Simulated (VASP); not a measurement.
In AlCo (CsCl type) the Co atom of the primitive cell, with all its periodic images, is moved by 0.06 Å along [111].

```
Co Al
1.0
     2.85000    0.00000    0.00000
     0.00000    2.85000    0.00000
     0.00000    0.00000    2.85000
Co Al
1 1
Direct
  0.01215 0.01215 0.01215
  0.50000 0.50000 0.50000
```

Level of theory: HSE06, plane waves, standard recommended PAW potentials (VASP).

Cutoff 352 eV; orbitals from an earlier step on the same cell; potentials Co_pv Al; PREC = Accurate; HFSCREEN = 0.208; HFRCUT = 0; PRECFOCK = Normal; k-mesh 4×4×4 Γ-centred; Fermi–Dirac smearing of 0.1 eV; no spin polarisation.

(1) What force results?

## Answers

(1) The force on it along the displacement is -0.4259 eV/Å, a force constant of 7.10 eV/Å². The cell stands under a pressure of -6.5 GPa, which shifts the constant from its value at the relaxed volume.

```csv
atom,Fx (eV/Å),Fy (eV/Å),Fz (eV/Å)
Co1,-0.2459,-0.2459,-0.2459
Al2,0.2459,0.2459,0.2459
```

The k-mesh is coarse, so these values belong to this mesh and can lie far from the converged ones. Potentials made with PBE were used with another functional.
